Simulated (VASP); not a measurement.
Crystal: CaBi2.

```
Ca Bi
1.0
     2.38911   -8.62034    0.00000
     2.38911    8.62034    0.00000
     0.00000    0.00000    4.55919
Ca Bi
2 4
Direct
  0.89853 0.10147 0.75000
  0.10147 0.89853 0.25000
  0.56380 0.43620 0.75000
  0.43620 0.56380 0.25000
  0.25585 0.74415 0.75000
  0.74415 0.25585 0.25000
```

The cell is a database's computed one.

| Quantity | Value |
| --- | --- |
| Program | VASP 6.6.1 |
| Task | relaxation of cell and atoms |
| Functional | PBEsol |
| Potentials or basis | VASP PAW PBE potentials, release 64 (Ca_sv, Bi_d) |
| Cutoff | 600 eV |
| k mesh | 8 × 8 × 8 |
| Occupations | gaussian, width 0.1 eV |
| Spin | no spin polarisation |

At the start: pressure -1.7 GPa; volume 31.30 Å³/atom.

Where does the relaxation end?

Over 15 steps the energy falls by 9.6 meV/atom and the volume is 29.88 Å³/atom (-4.5 %); space group Cmcm (No. 63, to 0.05 Å).

Step by step:
| step | energy change (eV) | largest force (eV/Å) | pressure (GPa) | volume (Å³) |
| --- | --- | --- | --- | --- |
| 1 | 0.0000 | 0.0887 | -1.72 | 187.79 |
| 2 | -0.0419 | 0.2074 | 0.39 | 178.83 |
| 3 | -0.0433 | 0.1892 | 0.05 | 180.12 |
| 4 | -0.0475 | 0.1350 | 0.04 | 179.93 |
| 5 | -0.0541 | 0.0958 | 0.05 | 179.33 |
| 6 | -0.0544 | 0.0952 | 0.05 | 179.19 |
| 7 | -0.0562 | 0.0624 | -0.05 | 179.53 |
| 8 | -0.0567 | 0.0336 | -0.14 | 179.83 |
| 9 | -0.0571 | 0.0215 | 0.14 | 178.74 |
| 10 | -0.0573 | 0.0125 | 0.04 | 179.13 |
| 11 | -0.0575 | 0.0019 | 0.00 | 179.26 |
| 12 | -0.0575 | 0.0021 | 0.00 | 179.28 |
| 13 | -0.0575 | 0.0024 | 0.00 | 179.29 |
| 14 | -0.0575 | 0.0013 | -0.01 | 179.28 |
| 15 | -0.0576 | 0.0001 | -0.01 | 179.26 |

Final structure:
```yaml
crystal:
  lattice:
    - [2.36152, -8.42426, 0.00000]
    - [2.36152, 8.42426, 0.00000]
    - [0.00000, 0.00000, 4.50543]
  atoms:
    - { symbol: Ca, position: [0.90180, 0.09820, 0.75000] }
    - { symbol: Ca, position: [0.09820, 0.90180, 0.25000] }
    - { symbol: Bi, position: [0.56642, 0.43358, 0.75000] }
    - { symbol: Bi, position: [0.43358, 0.56642, 0.25000] }
    - { symbol: Bi, position: [0.25705, 0.74295, 0.75000] }
    - { symbol: Bi, position: [0.74295, 0.25705, 0.25000] }
```

Caveat: the PAW data sets were made with another functional, which shifts forces and pressure a little.
